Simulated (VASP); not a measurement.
# Gap, carriers and strain in BiP (Pm-3m), part 2 of 2

Wanted: where the band edges of BiP lie, how heavy the carriers are and how strain moves the gap. The cell is generated by rule, not measured, and may not be a known phase.

VASP 6.6.1, plane waves and PAW; the level of theory is named at each step.

Still holding for the runs below: The k-mesh is coarse for a metal.

So far. Step 3 (Bands on a dense mesh): At 1.8 GPa the cell is away from the equilibrium volume of this level: left free, it would expand.

The structure was built from a prototype and need not be the compound's stable phase.

## 4. Bands with spin-orbit coupling

This step: PBE, spin-orbit coupling; plane waves and PAW (Bi_d, P); invented cell (VASP 6.6.1).

Spin-orbit coupling can split and shift the band edges, more so for heavy elements, so the bands are solved again with spinors.

Input file INCAR:

```
SYSTEM = BiP
PREC = Accurate
ENCUT = 400
EDIFF = 1E-06
NELM = 100
ISMEAR = 0
SIGMA = 0.02
LREAL = .FALSE.
ALGO = Normal
GGA = PE
LNONCOLLINEAR = .TRUE.
MAGMOM = 0 0 0 0 0 0
NBANDS = 32
GGA_COMPAT = .FALSE.
LASPH = .TRUE.
LSORBIT = .TRUE.
LORBIT = 11
LWAVE = .FALSE.
LCHARG = .FALSE.
KPAR = 4
ISIF = 2
```

Input file POSCAR:

```
BiP
1.0
    3.5524400000      0.0000000000      0.0000000000
    0.0000000000      3.5524400000      0.0000000000
    0.0000000000      0.0000000000      3.5524400000
Bi P
1 1
Direct
    0.0000000000      0.0000000000      0.0000000000
    0.5000000000      0.5000000000      0.5000000000
```

Input file KPOINTS:

```
Automatic mesh
0
Gamma
8 8 8
0 0 0
```

Input file KPOINTS_OPT:

```
Line mode
16
Line-mode
Reciprocal
  0.00000000   0.00000000   0.00000000 GAMMA
  0.00000000   0.50000000   0.00000000 X

  0.00000000   0.50000000   0.00000000 X
  0.50000000   0.50000000   0.00000000 M

  0.50000000   0.50000000   0.00000000 M
  0.00000000   0.00000000   0.00000000 GAMMA

  0.00000000   0.00000000   0.00000000 GAMMA
  0.50000000   0.50000000   0.50000000 R

  0.50000000   0.50000000   0.50000000 R
  0.00000000   0.50000000   0.00000000 X

  0.50000000   0.50000000   0.00000000 M
  0.50000000   0.50000000   0.50000000 R
```

PAW data sets: Bi_d and P (PBE family, release 64).

Run with:

```console
mpirun -np 4 vasp_ncl
```

Log:

```text
[... set-up lines as in an earlier step ...]
 entering main loop
       N       E                     dE             d eps       ncg     rms          rms(c)
DAV:   1     0.184508666240E+03    0.18451E+03   -0.82885E+03  2256   0.120E+03
DAV:   2     0.881740287697E+01   -0.17569E+03   -0.16951E+03  2320   0.371E+02
DAV:   3    -0.862533069026E+01   -0.17443E+02   -0.17083E+02  2768   0.126E+02
DAV:   4    -0.925799115778E+01   -0.63266E+00   -0.63135E+00  2760   0.247E+01
DAV:   5    -0.928733666628E+01   -0.29346E-01   -0.29343E-01  3368   0.503E+00    0.285E+00
DAV:   6    -0.910006952156E+01    0.18727E+00   -0.52937E-01  3160   0.492E+00    0.157E+00
DAV:   7    -0.910379280783E+01   -0.37233E-02   -0.65447E-02  2664   0.142E+00    0.967E-01
DAV:   8    -0.910278025127E+01    0.10126E-02   -0.70264E-03  2872   0.900E-01    0.232E-01
DAV:   9    -0.910241756649E+01    0.36268E-03   -0.94706E-04  3000   0.263E-01    0.113E-01
DAV:  10    -0.910239852455E+01    0.19042E-04   -0.32988E-04  2896   0.129E-01    0.367E-02
DAV:  11    -0.910240960100E+01   -0.11076E-04   -0.41946E-05  3120   0.434E-02    0.275E-02
DAV:  12    -0.910240738560E+01    0.22154E-05   -0.94437E-06  3184   0.380E-02    0.295E-03
DAV:  13    -0.910240707024E+01    0.31535E-06   -0.78690E-07  1824   0.873E-03
   1 F= -.91024071E+01 E0= -.91021116E+01  d E =-.591012E-03  mag=    -0.0000     0.0000    -0.0000
 Start KPOINTS_OPT (optional k-point list driver)
k-point batch [1-35\96]
       N       E                     dE             ncg
DAV:   1     0.285590990355E+04   -0.98037E+04     2256
DAV:   2    -0.330340705397E+04   -0.61593E+04     2304
DAV:   3    -0.395196600137E+04   -0.64856E+03     2768
DAV:   4    -0.397690475136E+04   -0.24939E+02     2736
DAV:   5    -0.397804743708E+04   -0.11427E+01     3440
DAV:   6    -0.397805796090E+04   -0.10524E-01     2832
DAV:   7    -0.397805836863E+04   -0.40773E-03     3416
DAV:   8    -0.397805837335E+04   -0.47185E-05     2728
DAV:   9    -0.397805837350E+04   -0.14398E-06     1824
[...]
k-point batch [71-96\96]
       N       E                     dE             ncg
DAV:   1     0.857308914281E+04   -0.14460E+05     1664
DAV:   2     0.411714138457E+04   -0.44559E+04     1688
DAV:   3     0.368723598518E+04   -0.42991E+03     2056
DAV:   4     0.367157964917E+04   -0.15656E+02     2104
DAV:   5     0.367094314764E+04   -0.63650E+00     2488
DAV:   6     0.367093531495E+04   -0.78327E-02     2160
DAV:   7     0.367093505013E+04   -0.26482E-03     2496
DAV:   8     0.367093504680E+04   -0.33293E-05     1952
DAV:   9     0.367093504668E+04   -0.11765E-06     1360
```

Wall time 52 s (4 MPI ranks of AMD EPYC 7R43, shared host); peak memory 0.85 GiB.

OUTCAR, selected parts (step 4):

```text
The static configuration has the point symmetry O_h .

 Found     35 irreducible k-points:

   k-points           NKPTS =     35   k-points in BZ     NKDIM =     35   number of bands    NBANDS=     32

   NELECT =      20.0000    total number of electrons

 E-fermi :   8.2547

 k-point     1 :       0.0000    0.0000    0.0000
  band No.  band energies     occupation
    ...
     16       5.8366      1.00000
     17       6.7171      1.00000
     18       6.7171      1.00000
     19       6.7171      1.00000
     20       6.7171      1.00000
     21      12.2367      0.00000
     22      12.2367      0.00000
     23      12.2367      0.00000
     24      12.2367      0.00000
     25      13.0555      0.00000
    ...

 k-point     2 :       0.1250    0.0000    0.0000
  band No.  band energies     occupation
    ...
     16       5.9344      1.00000
     17       6.7110      1.00000
     18       6.7110      1.00000
     19       6.8968      1.00000
     20       6.8968      1.00000
     21      12.3687      0.00000
     22      12.3687      0.00000
     23      12.4054      0.00000
     24      12.4054      0.00000
     25      13.1318      0.00000
    ...

  Total        0.7798081      0.7798081      0.7798081      0.0000000      0.0000000      0.0000000
  in kB       27.8687871     27.8687871     27.8687871      0.0000000      0.0000000      0.0000000
  external PRESSURE =      27.8687871 kB  Pullay stress =       0.0000000 kB

  FREE ENERGIE OF THE ION-ELECTRON SYSTEM (eV)
  ---------------------------------------------------
  free  energy   TOTEN  =        -9.1024070702 eV

  energy  without entropy=       -9.1018160586  energy(sigma->0) =       -9.10211156

 Spin-Orbit-Coupling matrix elements
 Ion:    1  E_soc:     -1.4640864
 Ion:    2  E_soc:     -0.0019937

 total charge
# of ion       s       p       d       tot
------------------------------------------
    1        1.582   1.154   9.958  12.695
    2        1.130   1.268   0.000   2.398
--------------------------------------------------
tot          2.712   2.423   9.958  15.093

 magnetization (x)
# of ion       s       p       d       tot
------------------------------------------
    1        0.000   0.000  -0.000   0.000
    2        0.000   0.000   0.000   0.000
--------------------------------------------------
tot          0.000   0.000  -0.000   0.000

 magnetization (y)
# of ion       s       p       d       tot
------------------------------------------
    1        0.000   0.000   0.000   0.000
    2       -0.000   0.000   0.000  -0.000
--------------------------------------------------
tot         -0.000   0.000   0.000   0.000

 magnetization (z)
# of ion       s       p       d       tot
------------------------------------------
    1        0.000   0.000  -0.000  -0.000
    2       -0.000   0.000   0.000  -0.000
--------------------------------------------------
tot         -0.000   0.000  -0.000  -0.000

[... 8 parts as in an earlier step ...]

[... 5 further parts left out ...]
```

LASPH is on here and off in the session's scalar semilocal runs, so a comparison with those holds both changes.

Numbers from this step:

```
SCF cycles              : 13
bands                   : 32
irreducible k-points    : 35
free energy (TOTEN)     : -9.102 eV
energy at zero smearing : -9.102 eV
Fermi energy            : 8.255 eV
pressure                : 2.787 GPa
```

The spin moment in the PAW sphere vanishes on all atoms.

On-site spin-orbit energy by atom:

```tsv
atom	on-site spin-orbit energy (eV)
Bi1	-1.46
P2	0.00
```

Electronic bands along the path, in eV, zero at the Fermi level; # counts the bands kept:

```tsv
point	#7	#8	#9	#10	#11	#12	#13	#14
Γ	-1.54	-1.54	-1.54	-1.54	3.98	3.98	3.98	3.98
0.47 of the way	-1.26	-1.26	-0.93	-0.93	3.01	3.01	4.43	4.43
X	-0.02	-0.02	0.35	0.35	0.41	0.41	1.73	1.73
0.53 of the way	-3.37	-3.37	0.60	0.60	2.07	2.07	3.40	3.40
M	-5.37	-5.37	0.81	0.81	2.91	2.91	4.67	4.67
0.53 of the way	-0.68	-0.68	0.09	0.09	0.96	0.96	3.98	3.98
Γ	-1.54	-1.54	-1.54	-1.54	3.98	3.98	3.98	3.98
0.53 of the way	-3.25	-3.25	-1.46	-1.46	1.41	1.41	2.25	2.25
R	-2.54	-2.54	-2.54	-2.54	-2.51	-2.51	-1.91	-1.91
0.53 of the way	-3.02	-3.02	-1.34	-1.34	-0.62	-0.62	2.92	2.92
X	-0.02	-0.02	0.35	0.35	0.41	0.41	1.73	1.73
jump to M	-5.37	-5.37	0.81	0.81	2.91	2.91	4.67	4.67
0.47 of the way	-4.66	-4.66	-0.96	-0.96	-0.04	-0.04	1.38	1.38
R	-2.54	-2.54	-2.54	-2.54	-2.51	-2.51	-1.91	-1.91
```

Of the projections kept (Bi, P), the largest for each band there; the rest of the weight can lie on other orbitals:

```tsv
point	#7	#8	#9	#10	#11	#12	#13	#14
Γ	P 0.62	P 0.62	P 0.62	P 0.62	Bi 1.00	Bi 1.00	Bi 1.00	Bi 1.00
X	P 0.62	P 0.62	P 0.94	P 0.94	P 0.94	P 0.94	Bi 0.91	Bi 0.91
M	Bi 0.56	Bi 0.56	P 1.00	P 1.00	Bi 0.73	Bi 0.73	Bi 0.54	Bi 0.54
Γ	P 0.62	P 0.62	P 0.62	P 0.62	Bi 1.00	Bi 1.00	Bi 1.00	Bi 1.00
R	P 0.87	P 0.87	P 0.87	P 0.87	P 0.87	P 0.87	Bi 1.00	Bi 1.00
X	P 0.62	P 0.62	P 0.94	P 0.94	P 0.94	P 0.94	Bi 0.91	Bi 0.91
```

## 5. Orbitals for bands with HSE06

This step: PBE; plane waves and PAW (Bi_d, P); invented cell (VASP 6.6.1).

The hybrid starts from PBE orbitals, which saves many expensive cycles.

Input file INCAR:

```
SYSTEM = BiP
PREC = Accurate
ENCUT = 400
EDIFF = 1E-05
NELM = 100
ISMEAR = 0
SIGMA = 0.02
LREAL = .FALSE.
ALGO = Normal
GGA = PE
NBANDS = 16
LORBIT = 11
LWAVE = .TRUE.
LCHARG = .FALSE.
KPAR = 4
```

POSCAR is that of step 4.

Input file KPOINTS:

```
Automatic mesh
0
Gamma
4 4 4
0 0 0
```

Run with:

```console
mpirun -np 4 vasp_std
```

Log:

```text
[... set-up lines as in an earlier step ...]
 entering main loop
       N       E                     dE             d eps       ncg     rms          rms(c)
DAV:   1     0.125356694109E+03    0.12536E+03   -0.89087E+03   328   0.114E+03
DAV:   2    -0.149468314431E+01   -0.12685E+03   -0.12430E+03   360   0.306E+02
DAV:   3    -0.842664323777E+01   -0.69320E+01   -0.69131E+01   416   0.736E+01
DAV:   4    -0.855791083629E+01   -0.13127E+00   -0.13125E+00   408   0.113E+01
DAV:   5    -0.856187985992E+01   -0.39690E-02   -0.39679E-02   464   0.164E+00    0.289E+00
DAV:   6    -0.836187763317E+01    0.20000E+00   -0.10384E+00   440   0.545E+00    0.162E+00
DAV:   7    -0.835878083514E+01    0.30968E-02   -0.47979E-02   360   0.145E+00    0.105E+00
DAV:   8    -0.835857101948E+01    0.20982E-03   -0.18376E-02   352   0.933E-01    0.281E-01
DAV:   9    -0.835725026376E+01    0.13208E-02   -0.34910E-03   440   0.375E-01    0.141E-01
DAV:  10    -0.835724805501E+01    0.22087E-05   -0.19863E-04   392   0.714E-02    0.112E-01
DAV:  11    -0.835723228120E+01    0.15774E-04   -0.86171E-05   432   0.707E-02    0.836E-02
DAV:  12    -0.835723155114E+01    0.73006E-06   -0.10849E-05   280   0.188E-02
   1 F= -.83572316E+01 E0= -.83567973E+01  d E =-.868475E-03
 writing wavefunctions
```

Run time: 2.8 s. Hardware: 4 MPI ranks; peak memory 0.4 GiB; 8.3 s of CPU time.

Parts of OUTCAR (step 5):

```text
   k-points           NKPTS =     10   k-points in BZ     NKDIM =     10   number of bands    NBANDS=     16

   NELECT =      20.0000    total number of electrons

 E-fermi :   8.3622

 k-point     1 :       0.0000    0.0000    0.0000
  band No.  band energies     occupation
    ...
      6      -5.7692      2.00000
      7       1.8585      2.00000
      8       6.4721      2.00000
      9       6.4721      2.00000
     10       6.4721      2.00000
     11      12.2244      0.00000
     12      12.2244      0.00000
     13      14.6056      0.00000
     14      14.6056      0.00000
     15      14.6056      0.00000
    ...

  Total        0.8061223      0.8061223      0.8061223      0.0000000      0.0000000     -0.0000000
  in kB       28.8092044     28.8092044     28.8092044      0.0000000      0.0000000     -0.0000000
  external PRESSURE =      28.8092044 kB  Pullay stress =       0.0000000 kB

  FREE ENERGIE OF THE ION-ELECTRON SYSTEM (eV)
  ---------------------------------------------------
  free  energy   TOTEN  =        -8.3572315511 eV

  energy  without entropy=       -8.3563630758  energy(sigma->0) =       -8.35679731

[... 7 parts as in an earlier step ...]

[... 10 further parts left out ...]
```

Numbers from this step:

```
SCF cycles              : 12
bands                   : 16
irreducible k-points    : 10
free energy (TOTEN)     : -8.357 eV
energy at zero smearing : -8.357 eV
Fermi energy            : 8.362 eV
pressure                : 2.881 GPa
```

The run ends at a pressure of 2.88 GPa.

## 6. Bands with HSE06

This step: HSE06; plane waves and PAW (Bi_d, P); invented cell (VASP 6.6.1).

A quarter of screened exact exchange corrects much of the semilocal gap error; its cost forces a coarser mesh.

Input file INCAR:

```
SYSTEM = BiP
PREC = Accurate
ENCUT = 400
EDIFF = 1E-06
NELM = 100
ISMEAR = 0
SIGMA = 0.02
LREAL = .FALSE.
ALGO = Normal
LHFCALC = .TRUE.
AEXX = 0.25
GGA = PE
HFSCREEN = 0.2
LASPH = .TRUE.
NBANDS = 16
PRECFOCK = Fast
LORBIT = 11
LWAVE = .FALSE.
LCHARG = .FALSE.
KPAR = 4
ISIF = 2
```

POSCAR is that of step 5.

KPOINTS is that of step 5.

Changes to KPOINTS_OPT since step 4:

```diff
@@ -1,3 +1,3 @@
 Line mode
-16
+8
 Line-mode
```

The run starts from files that an earlier step left in the folder.

Run with:

```console
mpirun -np 4 vasp_std
```

Log:

```text
[banner, memory and clock lines left out]
running    4 mpi-ranks, on    1 nodes
 distrk:  each k-point on    1 cores,    4 groups
 distr:  one band on    1 cores,    1 groups

 POSCAR found type information on POSCAR BiP
 POSCAR found :  2 types and       2 ions
 LDA part: xc-table for (Slater+PW92), standard interpolation
 found WAVECAR, reading the header
 POSCAR, INCAR and KPOINTS ok, starting setup
 FFT: planning ... GRIDC
 FFT: planning ... GRID_SOFT
 FFT: planning ... GRID
 reading WAVECAR
 the WAVECAR file was read successfully
 initial charge from wavefunction
 entering main loop
       N       E                     dE             d eps       ncg     rms          rms(c)
DAV:   1    -0.990437968771E+01   -0.99044E+01   -0.37733E-01   424   0.594E+00    0.975E-01
DAV:   2    -0.990633523093E+01   -0.19555E-02   -0.17668E-02   360   0.756E-01    0.612E-01
DAV:   3    -0.990627230023E+01    0.62931E-04   -0.33461E-03   400   0.273E-01    0.299E-01
DAV:   4    -0.990627937211E+01   -0.70719E-05   -0.26556E-04   368   0.909E-02    0.144E-01
DAV:   5    -0.990625634351E+01    0.23029E-04   -0.56456E-05   472   0.514E-02    0.776E-02
DAV:   6    -0.990625636870E+01   -0.25184E-07   -0.21506E-05   432   0.261E-02    0.418E-02
DAV:   7    -0.990625906292E+01   -0.26942E-05   -0.47715E-06   384   0.131E-02    0.225E-02
DAV:   8    -0.990626068843E+01   -0.16255E-05   -0.11381E-06   328   0.704E-03    0.125E-02
DAV:   9    -0.990626188406E+01   -0.11956E-05   -0.52535E-07   224   0.469E-03    0.688E-03
DAV:  10    -0.990626262452E+01   -0.74046E-06   -0.21042E-07   208   0.331E-03
   1 F= -.99062626E+01 E0= -.99062626E+01  d E =-.158985E-11
 Start KPOINTS_OPT (optional k-point list driver)
k-point batch [1-10\48]
       N       E                     dE             ncg
DAV:   1     0.323184258708E+03   -0.22485E+04      328
DAV:   2    -0.128067076393E+04   -0.16039E+04      352
DAV:   3    -0.139708845769E+04   -0.11642E+03      376
DAV:   4    -0.140043618287E+04   -0.33477E+01      416
DAV:   5    -0.140054166558E+04   -0.10548E+00      496
DAV:   6    -0.140054482576E+04   -0.31602E-02      480
DAV:   7    -0.140054486672E+04   -0.40955E-04      464
DAV:   8    -0.140054486708E+04   -0.36209E-06      352
[...]
k-point batch [41-48\48]
       N       E                     dE             ncg
DAV:   1     0.986467403799E+03   -0.55144E+04      256
DAV:   2    -0.227104564567E+03   -0.12136E+04      280
DAV:   3    -0.312328246658E+03   -0.85224E+02      320
DAV:   4    -0.314435205934E+03   -0.21070E+01      384
DAV:   5    -0.314486769052E+03   -0.51563E-01      392
DAV:   6    -0.314489015689E+03   -0.22466E-02      408
DAV:   7    -0.314489041412E+03   -0.25723E-04      368
DAV:   8    -0.314489041632E+03   -0.21995E-06      272
```

Run time: 3.9 min. Hardware: 4 MPI ranks; peak memory 0.85 GiB.

From OUTCAR (step 6):

```text
   k-points           NKPTS =     10   k-points in BZ     NKDIM =     64   number of bands    NBANDS=     16

   NELECT =      20.0000    total number of electrons

  exchange ACFDT corr.  =         0.00000000  see jH, gK, PRB 81, 115126

 E-fermi :   8.3567

 k-point     1 :       0.0000    0.0000    0.0000
  band No.  band energies     occupation
    ...
      6      -7.5346      2.00000
      7       1.0852      2.00000
      8       5.9707      2.00000
      9       5.9707      2.00000
     10       5.9707      2.00000
     11      12.4999      0.00000
     12      12.4999      0.00000
     13      15.2836      0.00000
     14      15.2836      0.00000
     15      15.2836      0.00000
    ...

  Total        0.0564420      0.0564420      0.0564420     -0.0000000      0.0000000     -0.0000000
  in kB        2.0171257      2.0171257      2.0171257     -0.0000000      0.0000000     -0.0000000
  external PRESSURE =       2.0171257 kB  Pullay stress =       0.0000000 kB

 POSITION                                       TOTAL-FORCE (eV/Angst)
 -----------------------------------------------------------------------------------
      0.00000      0.00000      0.00000         0.000000      0.000000      0.000000
      1.77622      1.77622      1.77622         0.000000      0.000000      0.000000
 -----------------------------------------------------------------------------------
    total drift:                                0.000000     -0.000001     -0.000000

  FREE ENERGIE OF THE ION-ELECTRON SYSTEM (eV)
  ---------------------------------------------------
  free  energy   TOTEN  =        -9.9062626245 eV

  energy  without entropy=       -9.9062626245  energy(sigma->0) =       -9.90626262

[... 7 parts as in an earlier step ...]

[... 9 further parts left out ...]
```

The k-mesh is coarse for exact exchange; in a metal the Fermi energy and the levels can shift by several tenths of an eV on a finer one. The PAW data sets were made with PBE, which is usual practice but a small mismatch for other functionals.

This step gave:

| Property | Result |
| --- | --- |
| SCF cycles | 10 |
| free energy (TOTEN) | -9.906 eV |
| Fermi energy | 8.357 eV |
| pressure | 0.2017 GPa |

Electronic bands along the path, in eV, zero at the Fermi level; # counts the bands kept:

```tsv
point	#1	#2	#3	#4	#5	#6	#7	#8
Γ	-7.27	-2.39	-2.39	-2.39	4.14	4.14	6.93	6.93
0.57 of the way	-9.81	-2.00	-1.29	-1.29	2.97	4.30	4.30	4.88
X	-12.41	-0.31	0.09	0.12	0.12	2.20	2.20	5.76
0.57 of the way	-11.56	-4.75	-4.53	0.45	3.25	3.34	3.91	8.14
M	-10.69	-6.65	-6.65	0.70	4.34	4.68	4.68	7.22
0.57 of the way	-9.24	-4.59	-1.19	-0.10	1.39	4.69	5.63	6.51
Γ	-7.27	-2.39	-2.39	-2.39	4.14	4.14	6.93	6.93
0.57 of the way	-9.85	-4.27	-4.27	-2.41	1.43	1.43	4.44	9.62
R	-9.80	-3.23	-3.23	-3.23	-2.87	-2.87	-2.87	16.36
0.57 of the way	-11.46	-3.92	-3.56	-1.67	-0.51	3.45	5.11	9.21
X	-12.41	-0.31	0.09	0.12	0.12	2.20	2.20	5.76
jump to M	-10.69	-6.65	-6.65	0.70	4.34	4.68	4.68	7.22
0.43 of the way	-10.42	-5.97	-5.97	-1.18	0.58	1.68	1.68	10.09
R	-9.80	-3.23	-3.23	-3.23	-2.87	-2.87	-2.87	16.36
```

Of the projections kept (Bi, P), the largest for each band there; the rest of the weight can lie on other orbitals:

```tsv
point	#1	#2	#3	#4	#5	#6	#7	#8
Γ	Bi 0.51	P 0.57	P 0.57	P 0.58	Bi 1.00	Bi 1.00	Bi 0.65	Bi 0.65
X	P 0.87	P 0.59	Bi 0.64	P 0.93	P 0.93	Bi 1.00	Bi 1.00	-
M	P 0.97	Bi 0.58	Bi 0.58	P 1.00	Bi 1.00	Bi 0.54	Bi 0.54	P 0.58
Γ	Bi 0.51	P 0.57	P 0.57	P 0.58	Bi 1.00	Bi 1.00	Bi 0.65	Bi 0.65
R	Bi 1.00	P 0.87	P 0.87	P 0.87	Bi 1.00	Bi 1.00	Bi 1.00	P 0.69
X	P 0.87	P 0.59	Bi 0.64	P 0.93	P 0.93	Bi 1.00	Bi 1.00	-
```

The electronic bands as a text plot (rows in eV, shown from -8.0 to 4.9 only):

```
    4.6 | ****        ****   ** ** **    **
    4.1 |*****      ******  *     *                       *
    3.5 |     *    ***    **   *       **           ** ** *
    3.0 |    *    ***     **         **            *  *    *
    2.5 |      *****                       *             *
    1.9 |     *   *                                *   **  **
    1.4 |        *          ***          **
    0.9 |      *      ****                       **   *
    0.3 |       ******    **         **          **      ** **
   -0.2 |      **           ***        **  *           *** *
   -0.8 |     ** *             *            **      ***      **
   -1.3 |    **  *           **    **           *  *   **   *
   -1.8 |   **    *         *  ***          **      **       ***
   -2.4 |****     *             ***      **      ***  *        *
   -2.9 |                       ** **         *****   *       ***
   -3.4 |          *           *     **       **    **          *
   -4.0 |                 **           **  ***  *   **         *
   -4.5 |           *        **          *****   ***
   -5.0 |                                                     *
   -5.6 |            *   *  *                                *
   -6.1 |             *   **                               **
   -6.7 |             ****                                *
   -7.2 |*                        *
   -7.7 | *                     ** **
         Γ      X      M          Γ            R        X|M     R
```

## 7. Summary of results

```
gap, PBE                               : none
gap with spin-orbit coupling           : none
gap, HSE06 without spin-orbit coupling : none
```

What this shows: At this level the bands overlap or touch. Masses were not obtained, since there is no gap at this level. The strain response was not obtained, since there is no gap at this level.

[Lines on the potential files, build, host, timing and source positions are cut from VASP's logs without a mark.]

[Logs are printed without paths, hosts, clocks, repeated set-up lines and the standing remarks that a program may print on its own settings, such as how far it seeks lower states.]

[Hosts, paths, dates, database ids (printed as entryN), source tags and the programs' standing remarks are cut or masked in the printed files.]

[In band tables of VASP the shares of atoms and orbitals are scaled to a sum of 1 inside the atoms' spheres.]

[Gaps and slopes under strain along one axis are those of the sampled path and mesh points; where strain splits equal valleys, another of them can be the edge.]

[Band numbers marked # count the bands kept; VASP's own numbers are higher by 6 or 10.]
